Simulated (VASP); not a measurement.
# Adsorption sites of H on Ta(100), part 3 of 6

Where does H sit on Ta(100), and how strongly does it bind?

VASP 6.6.1, plane waves and PAW; the level of theory is named at each step.

So far. Step 3 (The bulk reference, job self-consistent run, k-mesh …): The run ends at a pressure of -0.51 GPa. Step 4 (Relaxing the slab): The run ended after 8 ionic steps, 0.433 eV below its first step, once the forces on the free atoms met EDIFFG = -0.03.

## 5. Potential and states of the slab

Level of this step: PBE; plane waves and PAW (Ta) (VASP).

A static run writes the electrostatic potential without exchange and correlation (LVHAR), which is flat in the vacuum and gives the level to count from. The dipole correction cancels the field that unlike faces would set up across the vacuum.

INCAR reads:

```
SYSTEM = Ta
PREC = Normal
ENCUT = 320
EDIFF = 1E-06
NELM = 120
ISMEAR = 1
SIGMA = 0.15
LREAL = Auto
ALGO = Fast
GGA = PE
NBANDS = 56
LASPH = .TRUE.
LORBIT = 11
LWAVE = .FALSE.
LCHARG = .FALSE.
KPAR = 2
NCORE = 2
IDIPOL = 3
LDIPOL = .TRUE.
DIPOL = 0.5 0.5 0.498
LVHAR = .TRUE.
LVACPOTAV = .TRUE.
NEDOS = 1500
```

POSCAR reads:

```
Ta
1.0
    6.6200000000      0.0000000000      0.0000000000
    0.0000000000      6.6200000000      0.0000000000
    0.0000000000      0.0000000000     19.9650000000
Ta
16
Selective dynamics
Direct
    0.2500000000      0.2500000000      0.3756574000  F F F
    0.7500000000      0.2500000000      0.3756574000  F F F
    0.2500000000      0.7500000000      0.3756574000  F F F
    0.7500000000      0.7500000000      0.3756574000  F F F
    0.0000000000      0.0000000000      0.4585524700  F F F
    0.5000000000      0.0000000000      0.4585524700  F F F
    0.0000000000      0.5000000000      0.4585524700  F F F
    0.5000000000      0.5000000000      0.4585524700  F F F
    0.2500000000      0.2500000000      0.5409614158  T T T
    0.7500000000      0.2500000000      0.5409614158  T T T
    0.2500000000      0.7500000000      0.5409614158  T T T
    0.7500000000      0.7500000000      0.5409614158  T T T
    0.0000000000      0.0000000000      0.6148567324  T T T
    0.5000000000      0.0000000000      0.6148567324  T T T
    0.0000000000      0.5000000000      0.6148567324  T T T
    0.5000000000      0.5000000000      0.6148567324  T T T
```

KPOINTS reads:

```
Automatic mesh
0
Gamma
4 4 1
0 0 0
```

The projector-augmented-wave data sets are Ta (PBE family, release 64).

On the command line:

```sh
$ mpirun -np 4 vasp_std
```

Output:

```text
[... set-up lines as in an earlier step ...]
 entering main loop
       N       E                     dE             d eps       ncg     rms          rms(c)
DAV:   1     0.257594866869E+03    0.25759E+03   -0.19990E+04   672   0.724E+02
DAV:   2    -0.133435013114E+03   -0.39103E+03   -0.36037E+03   968   0.156E+02
DAV:   3    -0.191961187114E+03   -0.58526E+02   -0.56039E+02   848   0.635E+01
DAV:   4    -0.196750608461E+03   -0.47894E+01   -0.46368E+01  1136   0.166E+01
DAV:   5    -0.196894016554E+03   -0.14341E+00   -0.14070E+00  1096   0.304E+00    0.519E+01
RMM:   6    -0.193368007635E+03    0.35260E+01   -0.21332E+02   935   0.248E+01    0.265E+01
RMM:   7    -0.260293716475E+03   -0.66926E+02   -0.22405E+02  1065   0.243E+01    0.285E+01
RMM:   8    -0.181502603244E+03    0.78791E+02   -0.12611E+02   873   0.204E+01    0.147E+01
RMM:   9    -0.174150737576E+03    0.73519E+01   -0.17473E+01   780   0.109E+01    0.547E+00
RMM:  10    -0.174228898486E+03   -0.78161E-01   -0.15684E+01  1019   0.703E+00    0.177E+00
RMM:  11    -0.174423874282E+03   -0.19498E+00   -0.22010E+00  1070   0.306E+00    0.136E+00
RMM:  12    -0.174476118175E+03   -0.52244E-01   -0.31081E-01  1064   0.104E+00    0.109E+00
RMM:  13    -0.174513480779E+03   -0.37363E-01   -0.27627E-01   962   0.963E-01    0.958E-01
RMM:  14    -0.174472924309E+03    0.40556E-01   -0.72577E-02   885   0.615E-01    0.574E-01
RMM:  15    -0.174466713403E+03    0.62109E-02   -0.86518E-02  1046   0.514E-01    0.156E-01
RMM:  16    -0.174469886442E+03   -0.31730E-02   -0.34315E-02  1103   0.299E-01    0.173E-01
RMM:  17    -0.174470263636E+03   -0.37719E-03   -0.34977E-03   927   0.140E-01    0.187E-01
RMM:  18    -0.174469215571E+03    0.10481E-02   -0.18827E-03   957   0.898E-02    0.775E-02
RMM:  19    -0.174469214598E+03    0.97307E-06   -0.22593E-03  1022   0.831E-02    0.269E-02
RMM:  20    -0.174469331296E+03   -0.11670E-03   -0.43286E-04  1052   0.419E-02    0.367E-02
RMM:  21    -0.174469329758E+03    0.15375E-05   -0.10649E-04  1077   0.200E-02    0.225E-02
RMM:  22    -0.174469346156E+03   -0.16398E-04   -0.17438E-05   926   0.963E-03    0.201E-02
RMM:  23    -0.174469387857E+03   -0.41701E-04   -0.24828E-04  1244   0.263E-02    0.148E-02
RMM:  24    -0.174469391184E+03   -0.33269E-05   -0.12822E-05   904   0.827E-03    0.947E-03
RMM:  25    -0.174469406965E+03   -0.15781E-04   -0.18098E-05   963   0.742E-03    0.475E-03
RMM:  26    -0.174469425506E+03   -0.18541E-04   -0.19644E-06   523   0.390E-03    0.377E-03
RMM:  27    -0.174469437269E+03   -0.11764E-04   -0.69825E-06   750   0.491E-03    0.145E-03
RMM:  28    -0.174469440021E+03   -0.27520E-05   -0.12075E-06   443   0.298E-03    0.167E-03
RMM:  29    -0.174469442209E+03   -0.21877E-05   -0.44887E-07   437   0.183E-03    0.989E-04
RMM:  30    -0.174469443322E+03   -0.11131E-05   -0.39138E-07   432   0.152E-03    0.354E-04
RMM:  31    -0.174469443572E+03   -0.24998E-06   -0.14309E-07   297   0.103E-03
 -----------------------------------------------------------------------------
|                                                                             |
|           W    W    AA    RRRRR   N    N  II  N    N   GGGG   !!!           |
|           W    W   A  A   R    R  NN   N  II  NN   N  G    G  !!!           |
|           W    W  A    A  R    R  N N  N  II  N N  N  G       !!!           |
|           W WW W  AAAAAA  RRRRR   N  N N  II  N  N N  G  GGG   !            |
|           WW  WW  A    A  R   R   N   NN  II  N   NN  G    G                |
|           W    W  A    A  R    R  N    N  II  N    N   GGGG   !!!           |
|                                                                             |
|     Did not find any points to average over, which means that no vacuum     |
|     field-free region was found. Please increase the size of  your cell     |
|     in the dimension of the dipole correction to obtain accurate            |
|     workfunction values.                                                    |
|                                                                             |
 -----------------------------------------------------------------------------

   1 F= -.17446944E+03 E0= -.17447431E+03  d E =0.145962E-01
```

Run time: 41 s. Hardware: 4 MPI ranks of Intel Xeon 6975P-C (Granite Rapids), shared host; peak memory 0.86 GiB.

Parts of OUTCAR (step 5):

```text
   NELECT =      80.0000    total number of electrons

 dipolmoment           0.000000      0.000000     -0.050974 electrons x Angstroem

 E-fermi :  -0.3792

 k-point     1 :       0.0000    0.0000    0.0000
  band No.  band energies     occupation
    ...
     35      -0.5217      2.03827
     36      -0.5101      2.01262
     37      -0.5101      2.01262
     38      -0.4214      1.45611
     39      -0.3901      1.12254
     40      -0.3116      0.31606
     41      -0.3116      0.31606
     42      -0.2486     -0.01187
     43      -0.2486     -0.01187
     44      -0.0651     -0.01165
    ...

  Total      -19.9228424    -19.9228424     -6.3478876      0.0000000      0.0000000      0.0000000
  in kB      -36.4818277    -36.4818277    -11.6239710      0.0000000      0.0000000      0.0000000
  external PRESSURE =     -28.1958754 kB  Pullay stress =       0.0000000 kB

 POSITION                                       TOTAL-FORCE (eV/Angst)
 -----------------------------------------------------------------------------------
      1.65500      1.65500      7.50000         0.000000      0.000000      0.856630
      4.96500      1.65500      7.50000        -0.000000     -0.000000      0.856630
      1.65500      4.96500      7.50000         0.000000     -0.000000      0.856630
      4.96500      4.96500      7.50000         0.000000      0.000000      0.856630
      0.00000      0.00000      9.15500         0.000000     -0.000000     -0.865752
      3.31000      0.00000      9.15500         0.000000     -0.000000     -0.865752
      0.00000      3.31000      9.15500         0.000000      0.000000     -0.865752
      3.31000      3.31000      9.15500        -0.000000      0.000000     -0.865752
      1.65500      1.65500     10.80029         0.000000     -0.000000      0.025641
      4.96500      1.65500     10.80029        -0.000000      0.000000      0.025641
      1.65500      4.96500     10.80029         0.000000     -0.000000      0.025641
      4.96500      4.96500     10.80029         0.000000      0.000000      0.025641
      0.00000      0.00000     12.27561        -0.000000      0.000000     -0.016519
      3.31000      0.00000     12.27561        -0.000000     -0.000000     -0.016519
      0.00000      3.31000     12.27561        -0.000000     -0.000000     -0.016519
      3.31000      3.31000     12.27561        -0.000000     -0.000000     -0.016519
 -----------------------------------------------------------------------------------
    total drift:                                0.000000     -0.000000     -0.018589

  FREE ENERGIE OF THE ION-ELECTRON SYSTEM (eV)
  ---------------------------------------------------
  free  energy   TOTEN  =      -174.4694435721 eV

  energy  without entropy=     -174.4840398100  energy(sigma->0) =     -174.47430898

 vacuum level on the upper side and lower side of the slab         3.401         3.611

[... 6 parts as in an earlier step ...]

[... 11 further parts left out ...]
```

Numbers from this step:

| Item | Value |
| --- | --- |
| electronic cycles | 31 |
| Fermi energy | -0.3792 eV |
| dipole moment | 0, 0, -0.05097 e·Å |
| vacuum levels | 3.401, 3.611 eV |
| work functions of the upper and lower face | 3.780, 3.990 eV |

Zero at the Fermi level. Table of planar average of the electrostatic potential by height:

```csv
height (Å),planar average of the electrostatic potential (eV)
0.0,3.93
0.5,3.99
1.0,3.99
1.5,3.99
2.0,3.99
2.5,3.99
3.0,3.99
3.5,3.98
4.0,3.97
4.5,3.92
5.0,3.77
5.5,3.37
6.0,2.25
6.5,-0.726
7.0,-4.70
7.5,-6.69
8.0,-6.06
8.5,-5.58
9.0,-6.40
9.5,-6.27
10.0,-5.72
10.5,-6.15
11.0,-6.75
11.5,-7.08
12.0,-7.22
12.5,-6.14
13.0,-2.91
13.5,0.898
14.0,2.76
14.5,3.43
15.0,3.66
15.5,3.74
16.0,3.77
16.5,3.78
17.0,3.78
17.5,3.78
18.0,3.78
18.5,3.78
19.0,3.78
19.5,3.79
```

Density of states in the PAW spheres, an atom over height of the layer and energy from the Fermi level.

Values in states/eV, 22 rows by 4 columns, each cell a mean:
```
2.75 1.06 0.81 2.41
1.62 0.72 0.68 1.34
1.19 0.57 0.64 0.94
1.06 1.13 1.16 1.18
0.95 1.10 1.12 1.01
1.40 1.65 1.94 1.68
1.23 1.25 1.19 1.23
0.73 0.85 0.73 0.66
0.53 0.88 0.91 0.62
0.81 1.01 0.97 0.79
0.76 0.96 1.12 0.99
0.35 0.68 0.73 0.47
0.34 0.63 0.64 0.37
0.22 0.31 0.32 0.23
0.22 0.34 0.35 0.24
0.09 0.11 0.11 0.09
0.04 0.10 0.10 0.05
0.08 0.19 0.19 0.09
0.01 0.03 0.03 0.02
0.06 0.13 0.13 0.07
0.02 0.05 0.05 0.03
0.00 0.00 0.00 0.00
```
Columns: height of the layer (Å) from 7.5 to 12.3 (not evenly spaced); rows upwards: energy from the Fermi level (eV) from -7.9 to 0.5.

Force by atom:

```csv
atom,x (eV/Å),y (eV/Å),z (eV/Å),size
Ta1,0.000,0.000,0.857,0.857
Ta2,0.000,0.000,0.857,0.857
Ta3,0.000,0.000,0.857,0.857
Ta4,0.000,0.000,0.857,0.857
Ta5,0.000,0.000,-0.866,0.866
Ta6,0.000,0.000,-0.866,0.866
Ta7,0.000,0.000,-0.866,0.866
Ta8,0.000,0.000,-0.866,0.866
Ta9,0.000,0.000,0.026,0.026
Ta10,0.000,0.000,0.026,0.026
Ta11,0.000,0.000,0.026,0.026
Ta12,0.000,0.000,0.026,0.026
Ta13,0.000,0.000,-0.017,0.017
Ta14,0.000,0.000,-0.017,0.017
Ta15,0.000,0.000,-0.017,0.017
Ta16,0.000,0.000,-0.017,0.017
```

The map of layer states is cut here 0.5 eV above the Fermi level, so it leaves out the states above that.

The vacuum level lies 3.78 eV above the Fermi level at the upper face; the two faces differ by 0.21 eV, the step that the slab's dipole of -0.051 e·Å makes.

VASP counts the dipole in electrons times Å, so a positive number points the physical dipole along −c.

The program found no field-free point at its default tolerance, but its printed level agrees with the flat part of the planar average.

On this mesh the fine structure of the density of states is sampling noise, and high empty states may be cut by the number of bands.

## 6. Relaxing the atoms

This step: PBE; plane waves and PAW (H) (VASP 6.6.1).

System of this step: H2. The cell holds 2 atoms: 2 H. Its edges and angles: a = 11.000 Å, b = 11.500 Å, c = 13.000 Å, α = 90.0°, β = 90.0°, γ = 90.0°. Vacuum lies along a, b and c.

The reference for H is the H2 molecule, relaxed in a box at the cutoff of the large cell.

INCAR reads:

```
SYSTEM = H
PREC = Normal
ENCUT = 320
EDIFF = 1E-05
NELM = 120
ISMEAR = 0
SIGMA = 0.01
LREAL = .FALSE.
ALGO = Fast
GGA = PE
NBANDS = 7
LORBIT = 11
LWAVE = .FALSE.
LCHARG = .FALSE.
NCORE = 4
IBRION = 2
NSW = 20
ISIF = 2
EDIFFG = -0.03
POTIM = 0.4
MAXMIX = 40
ISYM = 0
```

POSCAR reads:

```
H
1.0
   11.0000000000      0.0000000000      0.0000000000
    0.0000000000     11.5000000000      0.0000000000
    0.0000000000      0.0000000000     13.0000000000
H
2
Direct
    0.5000000000      0.5000000000      0.4715384600
    0.5000000000      0.5000000000      0.5284615400
```

KPOINTS reads:

```
Automatic mesh
0
Gamma
1 1 1
0 0 0
```

The projector-augmented-wave data sets are H (PBE family, release 64).

On the command line:

```sh
$ mpirun -np 4 vasp_gam
```

Output:

```text
[banner, memory and clock lines left out]
running    4 mpi-ranks, on    1 nodes
 distrk:  each k-point on    4 cores,    1 groups
 distr:  one band on    4 cores,    1 groups

 POSCAR found type information on POSCAR H
 POSCAR found :  1 types and       2 ions
 LDA part: xc-table for (Slater+PW92), standard interpolation
 POSCAR, INCAR and KPOINTS ok, starting setup
 FFT: planning ... GRIDC
 FFT: planning ... GRID_SOFT
 FFT: planning ... GRID
 WAVECAR not read
 entering main loop
       N       E                     dE             d eps       ncg     rms          rms(c)
DAV:   1     0.269910499006E+01    0.26991E+01   -0.42854E+02    14   0.102E+02
DAV:   2    -0.670356147762E+01   -0.94027E+01   -0.94027E+01    14   0.313E+01
DAV:   3    -0.742011286236E+01   -0.71655E+00   -0.71655E+00    28   0.128E+01
DAV:   4    -0.742037712638E+01   -0.26426E-03   -0.26426E-03    14   0.258E-01
DAV:   5    -0.742037760250E+01   -0.47612E-06   -0.47612E-06    14   0.150E-02    0.454E+00
RMM:   6    -0.697168377534E+01    0.44869E+00   -0.15513E-01    14   0.143E+00    0.253E+00
RMM:   7    -0.672577380237E+01    0.24591E+00   -0.47143E-01    14   0.264E+00    0.347E-01
RMM:   8    -0.673329459300E+01   -0.75208E-02   -0.15593E-02    14   0.597E-01    0.360E-01
RMM:   9    -0.672655613903E+01    0.67385E-02   -0.77382E-03    14   0.378E-01    0.735E-02
RMM:  10    -0.673015625976E+01   -0.36001E-02   -0.42052E-03    14   0.258E-01    0.641E-02
RMM:  11    -0.673040904862E+01   -0.25279E-03   -0.29823E-04    14   0.868E-02    0.491E-02
RMM:  12    -0.673187713525E+01   -0.14681E-02   -0.56068E-04    14   0.842E-02    0.305E-02
RMM:  13    -0.673200062965E+01   -0.12349E-03   -0.19242E-05    14   0.180E-02    0.835E-03
RMM:  14    -0.673224432596E+01   -0.24370E-03   -0.31018E-05    14   0.204E-02    0.102E-02
RMM:  15    -0.673225898417E+01   -0.14658E-04   -0.35682E-06    13   0.686E-03    0.814E-04
RMM:  16    -0.673230414346E+01   -0.45159E-04   -0.19944E-06    13   0.532E-03    0.301E-03
RMM:  17    -0.673230712768E+01   -0.29842E-05   -0.22558E-07    13   0.182E-03
   1 F= -.67323071E+01 E0= -.67323071E+01  d E =-.673231E+01
 curvature:   0.00 expect dE= 0.000E+00 dE for cont linesearch  0.000E+00
 trial: gam= 0.00000 g(F)=  0.115E-01 g(S)=  0.000E+00 ort = 0.000E+00 (trialstep = 0.100E+01)
 search vector abs. value=  0.115E-01
 bond charge predicted
       N       E                     dE             d eps       ncg     rms          rms(c)
DAV:   1    -0.673010857623E+01    0.21956E-02   -0.26268E-01    14   0.273E+00    0.248E-01
RMM:   2    -0.672916571338E+01    0.94286E-03   -0.70723E-04    14   0.146E-01    0.154E-01
RMM:   3    -0.672879786129E+01    0.36785E-03   -0.20951E-03    14   0.162E-01    0.547E-03
RMM:   4    -0.672883622378E+01   -0.38362E-04   -0.11224E-04    14   0.525E-02    0.277E-03
RMM:   5    -0.672885414856E+01   -0.17925E-04   -0.16073E-05    14   0.200E-02    0.149E-03
RMM:   6    -0.672886319435E+01   -0.90458E-05   -0.21629E-06    13   0.692E-03
   2 F= -.67288632E+01 E0= -.67288632E+01  d E =0.344393E-02
 trial-energy change:    0.003444  1 .order    0.002951   -0.011473    0.017375
 step:   0.3737(harm=  0.3977)  dis= 0.00556  next Energy=    -6.734425 (dE=-0.212E-02)
 bond charge predicted
       N       E                     dE             d eps       ncg     rms          rms(c)
DAV:   1    -0.673491370254E+01   -0.60596E-02   -0.10209E-01    14   0.169E+00    0.154E-01
RMM:   2    -0.673442476382E+01    0.48894E-03   -0.13779E-03    14   0.139E-01    0.434E-03
RMM:   3    -0.673443641776E+01   -0.11654E-04   -0.54559E-05    14   0.351E-02    0.250E-03
RMM:   4    -0.673443711165E+01   -0.69389E-06   -0.49564E-06    13   0.112E-02
   3 F= -.67344371E+01 E0= -.67344371E+01  d E =-.212998E-02
 curvature:  -0.20 expect dE=-0.517E-08 dE for cont linesearch -0.517E-08
 trial: gam= 0.00000 g(F)=  0.260E-07 g(S)=  0.000E+00 ort =-0.173E-04 (trialstep = 0.875E+00)
 search vector abs. value=  0.261E-07
 reached required accuracy - stopping structural energy minimisation
```

Run time: 4.8 s. Hardware: 4 MPI ranks; peak memory 0.71 GiB; 16 s of CPU time.

Parts of OUTCAR (step 6):

```text
   k-points           NKPTS =      1   k-points in BZ     NKDIM =      1   number of bands    NBANDS=      7

   ENCUT  =  320.0 eV  23.52 Ry    4.85 a.u.  16.04 16.77 18.96*2*pi/ulx,y,z

   NELECT =       2.0000    total number of electrons

 E-fermi : -10.2282

 k-point     1 :       0.0000    0.0000    0.0000
  band No.  band energies     occupation
      1     -10.2952      2.00000
      2      -0.1362      0.00000
      3       0.2248      0.00000
      4       0.7694      0.00000
      5       0.7706      0.00000
      6       0.8414      0.00000
    ...

  Total       -0.2805712     -0.2742015     -0.3168088      0.0000000     -0.0000000     -0.0000000
  in kB       -0.2733504     -0.2671447     -0.3086554      0.0000000     -0.0000000     -0.0000000
  external PRESSURE =      -0.2830502 kB  Pullay stress =       0.0000000 kB

 POSITION                                       TOTAL-FORCE (eV/Angst)
 -----------------------------------------------------------------------------------
      5.50000      5.75000      6.12444        -0.000000      0.000000      0.000581
      5.50000      5.75000      6.87556         0.000000     -0.000000     -0.000581
 -----------------------------------------------------------------------------------
    total drift:                                0.000000      0.000000     -0.000001

  FREE ENERGIE OF THE ION-ELECTRON SYSTEM (eV)
  ---------------------------------------------------
  free  energy   TOTEN  =        -6.7344371116 eV

  energy  without entropy=       -6.7344371116  energy(sigma->0) =       -6.73443711

[... 1 part as in an earlier step ...]

[... 7 further parts left out ...]
```

Step by step:

```csv
step,energy less that of the first step (eV),largest force (eV/Å)
1,0.0000,0.3855
2,0.0034,0.5838
3,-0.0021,0.0006
```

The relaxed structure:

```xyz
2
Lattice="11.0000 0.0000 0.0000 0.0000 11.5000 0.0000 0.0000 0.0000 13.0000" Properties=species:S:1:pos:R:3
H     5.5000    5.7500    6.1244
H     5.5000    5.7500    6.8756
```

Numbers from this step:

* electronic cycles: 27
* electrons: 2
* free energy (TOTEN): -6.734 eV
* gap between the highest filled and lowest empty level: 10.16 eV

The run ended after 3 ionic steps, 0.002 eV below its first step, once the forces on the free atoms met EDIFFG = -0.03.

Energy at zero smearing: -6.73444 eV.

(Part 3 of 6 ends here.)

[Lines on the potential files, build, host, timing and source positions are cut from VASP's logs without a mark.]

[Logs are printed without paths, hosts, clocks, repeated set-up lines and the standing remarks that a program may print on its own settings, such as how far it seeks lower states.]

[Hosts, paths, dates, database ids (printed as entryN), source tags and the programs' standing remarks are cut or masked in the printed files.]

[Runs that stopped without an error message from VASP are left out.]
